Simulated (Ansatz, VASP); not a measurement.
## Cross-check of Si2P4W (WSi2P4 monolayer) between VASP and Ansatz

Wanted: the spread between two codes on one cell, functional and k mesh. The structure shown is the start of the Ansatz relaxation below; VASP solves that cell, so the two are compared at the walk's first step.

Method: plane waves, with VASP 6.6.1 beside it; single point at PBEsol with D3(BJ), in Ansatz 0.2.0.

### 1. Set-up

The cell holds 7 atoms: 4 P, 2 Si and 1 W. Cell: a = 3.480 Å, b = 3.480 Å, c = 48.011 Å, α = 90.0°, β = 90.0°, γ = 120.0°. Vacuum lies along c.

### 2. Ansatz: relaxation, PBEsol with D3(BJ)

Ansatz runs on its PAW soft_1 files.

The two programs are compared at the cell with which this relaxation starts, whose forces are those of its first step.

input.yaml reads:

```yaml
crystal:
  lattice:
    - [3.48, 0.0, 0.0]
    - [-1.74, 3.0137684052, 0.0]
    - [0.0, 0.0, 48.0110506883]
  atoms:
    - { symbol: P, position: [0.0, 0.0, 0.4113636281] }
    - { symbol: Si, position: [0.3333333333, 0.6666666667, 0.4247863241] }
    - { symbol: P, position: [0.3333333333, 0.6666666667, 0.4687345395] }
    - { symbol: W, position: [0.0, 0.0, 0.5] }
    - { symbol: P, position: [0.3333333333, 0.6666666667, 0.5312654605] }
    - { symbol: Si, position: [0.3333333333, 0.6666666667, 0.5752136759] }
    - { symbol: P, position: [0.0, 0.0, 0.5886363719] }
  periodic: [true, true, false]
kpoints:
  mp_grid: { grid: [12, 12, 1] }
hamiltonian:
  xc: pbesol
  dispersion: d3bj
  pseudopotentials: { kind: paw, azcp: { folder: soft_1 }, xc_functional: pbe }
scf:
  occupations: { method: fermi_dirac, width: 0.05 }
  convergence: { dr2_threshold: 1.0e-09 }
relax:
  f_tol: 0.004
  max_steps: 90
  cell: {}
output:
  write_potential: true
  write_density: true
  volumetric_format: npy
```

Command:

```
$ ansatz run input.yaml --threads 4 --pin off --max-ram 6144MiB --backend cpu --events-out ev --progress --plain --runs-dir out
```

Numbers of over 12 decimals in the logs are rounded to 6 here.

What it wrote:

```text
Warning: relax.cell: scf.convergence.dr2_threshold = 1e-9 eV is looser than the 2.04284727656e-10 eV advised for a relaxation that steers and ends on the stress (1e-10 eV for each atom of the cell: 7, times the square of relax.cell.stress_2d_tol = 0.05 N/m over 18.5 Å (the atoms' height at the walk's start and 5 Å past either face), 2.701e-2 GPa, over a crystal's default 0.05). What an SCF threshold leaves in a stress goes as its square root, and in the free energy as the threshold itself, and one threshold admits the most on a small cell: [figures from the program's tests cut] Set scf.convergence.dr2_threshold to 2.04284727656e-10 eV or tighter. [rest of the remark cut]
Engine: ansatz 0.2.0, x86_64-unknown-linux-gnu
Pseudopotentials: kind: paw
Pseudopotential: P, paw, valence charge 5, recommended cutoff 420 eV (normal), soft_1/P.paw.azcp
Pseudopotential: Si, paw, valence charge 4, recommended cutoff 420 eV (normal), soft_1/Si.paw.azcp
Pseudopotential: W, paw, valence charge 14, recommended cutoff 420 eV (normal), soft_1/W.paw.azcp
Functional definition: PBEsol
  exchange = pbesol_x
  correlation = pbesol_c
Crystal: 7 atoms, lattice volume = 503.536 Å³
Basis set: ecut = 420 eV, 9839 PW (Γ), exchange–correlation on 48×48×648 points (8 copies of the dense FFT grid, shifted against one another)
Bands: 28, of which v1, the nominal top of the filled ones, is band 21 counted from 1 (20 counted from 0)
Symmetry: 12 space group operations
Space group: P-6m2 (ITA 187), of the structure as read, at distance tolerance 8.0e-5 Å
k-points: 19 of 144 (time reversal used)
Non-local potential: P, projectors of the file, l = 0: 2, l = 1: 2, l = 2: 1
Non-local potential: Si, projectors of the file, l = 0: 2, l = 1: 2, l = 2: 1
Non-local potential: W, projectors of the file, l = 0: 3, l = 1: 2, l = 2: 2, l = 3: 1
PAW form: soft (Blöchl's): semilocal exchange-correlation on the pseudo side does not see the compensation charge
PAW frozen core: P, regenerated for the run's functional, and the local potential with it (the file was generated under x = pbe(κ = 0.804, μ = 0.219515), c = pbe(β = 0.066725))
PAW frozen core: Si, regenerated for the run's functional, and the local potential with it (the file was generated under x = pbe(κ = 0.804, μ = 0.219515), c = pbe(β = 0.066725))
PAW frozen core: W, regenerated for the run's functional, and the local potential with it (the file was generated under x = pbe(κ = 0.804, μ = 0.219515), c = pbe(β = 0.066725))
PAW one-centre angular grid: P, 110 points (default); XC on 64 Gauss nodes
PAW one-centre angular grid: Si, 110 points (default); XC on 64 Gauss nodes
PAW one-centre angular grid: W, 590 points (default); XC on 64 Gauss nodes
Initial density: superposition of atomic densities (neutral atoms: chi_scale 0, normalization atom)
Initial wavefunctions: pseudopotential atomic-orbital guess
Functional: x = pbesol(κ = 0.804, μ = 0.123457), c = pbesol(β = 0.046)
SCF iter   1: F=—  HF=-14464.236902 eV  |F-HF|=—  |Δ(HF+E_count)|=         —  Δρ=2.69e-2  dr2=4.58e0  ethr=3.10e-3  ⟨swp⟩=19.1  Hψ=5499  notcnv=0
preconditioner: auto → Resta (q_TF=auto, 1.803 Å⁻¹)  ε∞=2.3  [insulator: Δε(μ)=0.613 eV  Ē_g=8.528 eV  σ=0.050 eV  W_gap=1.00  n_scr=26 (ndim 8)  ℏωp=9.6 eV  f_vac=0.728  D(μ)=0.00/eV (n_scr^D=0)  ε∞_Penn≈2.3  vacuum switching on, ρ_ref=5.3e-3 e/Å³]
SCF iter   2: F=—  HF=-14463.125855 eV  |F-HF|=—  |Δ(HF+E_count)|=    1.11e0  Δρ=1.29e-2  dr2=1.54e0  ethr=3.10e-3  ⟨swp⟩=5.3  Hψ=1452  notcnv=0  defer=29
preconditioner: auto → LDOS  [metal: Δε(μ)=0.079 eV  Ē_g=8.323 eV  σ=0.050 eV  W_gap=0.37  n_scr=26 (ndim 8)  ℏωp=9.6 eV  f_vac=0.729  D(μ)=1.46/eV (n_scr^D=10)  β→1.0]
SCF iter   3: F=—  HF=-14462.885121 eV  |F-HF|=—  |Δ(HF+E_count)|=   2.41e-1  Δρ=2.99e-3  dr2=2.10e-1  ethr=3.10e-3  ⟨swp⟩=4.1  Hψ=1140  notcnv=0  defer=33
SCF iter   4: F=—  HF=-14462.876441 eV  |F-HF|=—  |Δ(HF+E_count)|=   8.68e-3  Δρ=1.71e-3  dr2=4.91e-2  ethr=5.00e-4  ⟨swp⟩=4.4  Hψ=1235  notcnv=0  defer=32
SCF iter   5: F=—  HF=-14462.868445 eV  |F-HF|=—  |Δ(HF+E_count)|=   8.00e-3  Δρ=3.60e-4  dr2=1.21e-3  ethr=1.17e-4  ⟨swp⟩=3.1  Hψ=1132  notcnv=0  defer=30
SCF iter   6: F=—  HF=-14462.868629 eV  |F-HF|=—  |Δ(HF+E_count)|=   1.84e-4  Δρ=2.05e-4  dr2=4.95e-4  ethr=2.88e-6  ⟨swp⟩=3.6  Hψ=1286  notcnv=0  defer=30
[...]
SCF iter   2: F=—  HF=-14464.767057 eV  |F-HF|=—  |Δ(HF+E_count)|=   1.19e-4  Δρ=1.72e-4  dr2=5.59e-4  ethr=1.70e-6  ⟨swp⟩=2.3  Hψ=787  notcnv=0
SCF iter   3: F=—  HF=-14464.767015 eV  |F-HF|=—  |Δ(HF+E_count)|=   4.18e-5  Δρ=1.41e-4  dr2=2.92e-4  ethr=1.33e-6  ⟨swp⟩=3.2  Hψ=865  notcnv=0
SCF iter   4: F=—  HF=-14464.766983 eV  |F-HF|=—  |Δ(HF+E_count)|=   3.25e-5  Δρ=4.28e-5  dr2=1.54e-5  ethr=6.95e-7  ⟨swp⟩=2.4  Hψ=709  notcnv=0
SCF iter   5: F=—  HF=-14464.766961 eV  |F-HF|=—  |Δ(HF+E_count)|=   2.17e-5  Δρ=1.28e-5  dr2=7.49e-7  ethr=3.68e-8  ⟨swp⟩=3.2  Hψ=1116  notcnv=0
SCF iter   6: F=—  HF=-14464.767081 eV  |F-HF|=—  |Δ(HF+E_count)|=   1.20e-4  Δρ=4.83e-6  dr2=8.40e-8  ethr=1.78e-9  ⟨swp⟩=3.6  Hψ=1251  notcnv=0
SCF iter   7: F=—  HF=-14464.767081 eV  |F-HF|=—  |Δ(HF+E_count)|=   1.34e-8  Δρ=8.34e-7  dr2=5.89e-9  ethr=2.00e-10  ⟨swp⟩=3.0  Hψ=1023  notcnv=0
SCF iter   8: F=—  HF=-14464.767081 eV  |F-HF|=—  |Δ(HF+E_count)|=  8.60e-10  Δρ=4.32e-7  dr2=1.60e-9  ethr=2.38e-12  ⟨swp⟩=15.1  Hψ=5201  notcnv=0
SCF iter   9: F=-14464.767081 eV  HF=-14464.767081 eV  |F-HF|=1.40e-10  |Δ(HF+E_count)|=  2.40e-10  Δρ=6.25e-8  dr2=3.33e-11  ethr=2.38e-12  ⟨swp⟩=11.1  Hψ=3865  notcnv=0
SCF 5 converged in 9 iterations: F = -14464.767081 eV  dr2 = 3.33e-11
relax step   5: F+E_penalty+E_count = -14464.76708100 eV  Δ(F+E_penalty+E_count) = -1.288e-3 eV  max|allowed force component| = 1.070e-2 eV/Å  Δτ_max = 0.0079 Å  P = +0.025 N/m  Ω = 476.780 Å³  energy of the carried Pulay correction = +6.433e-4 eV  fix = [c, alpha, beta]  reactions: c +0.000 N/m  (9 SCF iters, accepted)
[...]
relax step   6: F+E_penalty+E_count = -14464.76709197 eV  Δ(F+E_penalty+E_count) = -1.097e-5 eV  max|allowed force component| = 1.215e-3 eV/Å  Δτ_max = 0.0017 Å  P = -0.000 N/m  Ω = 476.958 Å³  energy of the carried Pulay correction = +6.389e-4 eV  fix = [c, alpha, beta]  reactions: c -0.000 N/m  (7 SCF iters, accepted)
[...]
relax step   7: F+E_penalty+E_count = -14464.76650586 eV  Δ(F+E_penalty+E_count) = +5.861e-4 eV  max|allowed force component| = 1.385e-3 eV/Å  Δτ_max = 0.0000 Å  P = -0.003 N/m  Ω = 476.958 Å³  fix = [c, alpha, beta]  reactions: c -0.000 N/m  stress off target by 2.74e-3 N/m on what of the cell is left free  SCF on the basis re-selected at this cell (its energy is not comparable with the rows above)  (5 SCF iters)
basis re-selected at this cell: Δ(F+E_penalty+E_count) = +5.861e-4 eV, ΔP = -0.002 N/m vs the last step (what re-selecting the basis moved, of the pressure what is left beyond the Pulay correction that the steps carried, after the strain that the cell walked since its last selection, with what the two solves' SCF thresholds leave and, on support functions, any second-order correction that the steps lacked; it is no m [...]
SCF converged after 5 iterations
Free energy (F): -14464.766506 eV
Harris-Foulkes:  -14464.766506 eV  (|F-HF|=2.91e-11)
Internal energy: -14464.766504 eV  (E = F + TS)
E sigma→0 (E₀):  -14464.766505 eV
Entropy (-TS):   -0.000002 eV (-0.000 meV/atom)
Fermi energy:    -4.813685 eV
--- Per-component energies (eV) ---
  E_band       = -779.976514
  E_kinetic    = 787.133200
  E_local      = -140335.819952  (includes V_loc(G=0)·N_el)
  E_nonlocal   = 153.545546
  E_hartree    = 69694.576324
  E_xc         = -670.027527
  E_vxc        = -575.661932  (∫ρ·V_xc dr)
  E_paw        = -11619.814475  (= ΣΔE_a)
  E_vpaw       = -198.328195  (= ΣTr[D̂ρ^β])
  E_aug_tail   = 0.000225  (compensation charges beyond the density's cutoff)
  E_ewald      = 67527.322843
  E_disp       = -2.152053  (pairwise vdW)
  E_core_change = 0.469364  (= ΣΔE_core)
  E_smearing   = -0.000002  (= −TS)
  E_closure    = 0.000000  (closes the sum)
  Σ components = -14464.766506   (vs F -14464.766506, Δ=0.00e0)
--- Forces (eV/Å), atoms counted from 1 ---
  atom   1  P     -0.00000000    -0.00000000    -0.00078980
  atom   2  Si     0.00000000     0.00000000     0.00112669
  atom   3  P      0.00000000    -0.00000000    -0.00138520
  atom   4  W      0.00000000     0.00000000     0.00000000
  atom   5  P      0.00000000    -0.00000000     0.00138520
  atom   6  Si     0.00000000     0.00000000    -0.00112669
  atom   7  P      0.00000000    -0.00000000     0.00078980
  max |Σ_I F_I| component: 6.80e-16 eV/Å
--- 2D stress c σ (N/m, compression-positive) ---
       -0.002740      -0.000000       0.000000
       -0.000000      -0.002740       0.000000
        0.000000       0.000000      -0.000000
  P = ½ c Tr σ = -0.0027 N/m
--- Band table (eV; the first three rows and the last of 19) ---
  k-point 0: bands = [... 17 lower, -5.9544, -5.8894, -5.8894, -5.6818, -2.4493, -2.4493, -2.1661, -2.1661, ... 3 higher]
  k-point 1: bands = [... 17 lower, -6.2371, -6.1720, -6.0939, -5.6575, -2.6922, -2.5352, -2.2266, -2.1076, ... 3 higher]
  k-point 2: bands = [... 17 lower, -6.6382, -6.5407, -6.4151, -5.8222, -3.1482, -3.0458, -2.2529, -1.9943, ... 3 higher]
  k-point 18: bands = [... 17 lower, -8.2719, -7.0442, -6.3158, -5.3088, -4.3150, -3.9146, -3.6052, -2.9173, ... 3 higher]
  the weakly bound empty levels are not read free of the cell's end (no_gap_told)
--- Relaxed structure (6 steps of the walk, 6 accepted, 1 SCFs on fresh bases) ---
  F+E_penalty+E_count = -14464.76650586 eV   max|allowed force component| = 1.385e-3 eV/Å   (the final SCF, on the basis selected at the relaxed cell)
  cell:  # Å, volume = 476.9584 Å³
    - [3.386915, 0, 0]
    - [-1.693458, 2.933155, 0]
    - [0, 0, 48.0110506883]
  atoms:
    - { symbol: P, position: [1.301230896692122e-17, -5.135725556199063e-17, 0.401810] }
    - { symbol: Si, position: [0.333333, 0.666667, 0.423703] }
    - { symbol: P, position: [0.333333, 0.666667, 0.470149] }
    - { symbol: W, position: [1.0573552618554938e-17, -5.135725556199063e-17, 0.5] }
    - { symbol: P, position: [0.333333, 0.666667, 0.529851] }
    - { symbol: Si, position: [0.333333, 0.666667, 0.576297] }
    - { symbol: P, position: [8.134796270188823e-18, -5.135725556199063e-17, 0.598190] }
```

(Continued in part 2 of 2.)

[Lines on the potential files, build, host, timing and source positions are cut from VASP's logs without a mark.]

[Logs are printed without paths, hosts, clocks, repeated set-up lines and the standing remarks that a program may print on its own settings, such as how far it seeks lower states.]

[Hosts, paths, dates, database ids (printed as entryN), source tags and the programs' standing remarks are cut or masked in the printed files.]
